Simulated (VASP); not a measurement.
Given:

```
CELL_PARAMETERS angstrom
     -1.60817     1.60817     3.93391
      1.60817    -1.60817     3.93391
      1.60817     1.60817    -3.93391
ATOMIC_POSITIONS crystal
  Si 0.66490 0.66490 0.00000
  Si 0.33510 0.33510 0.00000
  Mo 0.00000 0.00000 0.00000
```

All values below come from PBE GGA, VASP's PBE PAW potentials (set 64) (plane waves; VASP). Run with 400 eV cut-off, 15×15×15 Γ-centred mesh, tetrahedra with Blöchl corrections, potentials Si Mo_sv.

The cores are frozen, which limits the accuracy of field gradients.

Give the principal components of the electric field gradient (V/Å²) and the asymmetry η at each nucleus.

```tsv
atom	Vxx	Vyy	Vzz	η
Si1	5.7	5.7	-11.5	0.00
Si2	5.7	5.7	-11.5	0.00
Mo3	29.9	29.9	-59.7	0.00
```

The compound is MoSi2 in the MoSi2 type structure. It was relaxed first.
